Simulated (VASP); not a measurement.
The system is Pt.

```
Pt
1.0
     0.00000    1.96090    1.96090
     1.96090    0.00000    1.96090
     1.96090    1.96090    0.00000
Pt
1
Direct
  0.00000 0.00000 0.00000
```

```yaml
Program: VASP 6.6.1
Task: relaxation of cell and atoms
Functional: LDA
Potentials_or_basis: VASP PAW LDA potentials, release 64 (Pt)
Cutoff: 600 eV
k_mesh: 16 × 16 × 16
Occupations: methfessel-paxton, width 0.1 eV
Spin: no spin polarisation
```

At the start: pressure -5.6 GPa; volume 15.08 Å³/atom.

Question: Where does the relaxation end?

Answer: Over 4 steps the energy falls by 5.1 meV/atom and the volume is 14.79 Å³/atom (-1.9 %); space group Fm-3m (No. 225, to 0.05 Å).

The path:
| step | energy change (eV) | largest force (eV/Å) | pressure (GPa) | volume (Å³) |
| --- | --- | --- | --- | --- |
| 1 | 0.0000 | 0.0000 | -5.63 | 15.08 |
| 2 | 0.0466 | 0.0000 | 21.04 | 13.95 |
| 3 | -0.0051 | 0.0000 | -0.14 | 14.80 |
| 4 | -0.0051 | 0.0000 | -0.01 | 14.79 |

Final structure:
```xyz
1
Lattice="0.0000 1.9484 1.9484 1.9484 0.0000 1.9484 1.9484 1.9484 0.0000" Properties=species:S:1:pos:R:3 pbc="T T T"
Pt    1.9484    1.9484    3.8968
```
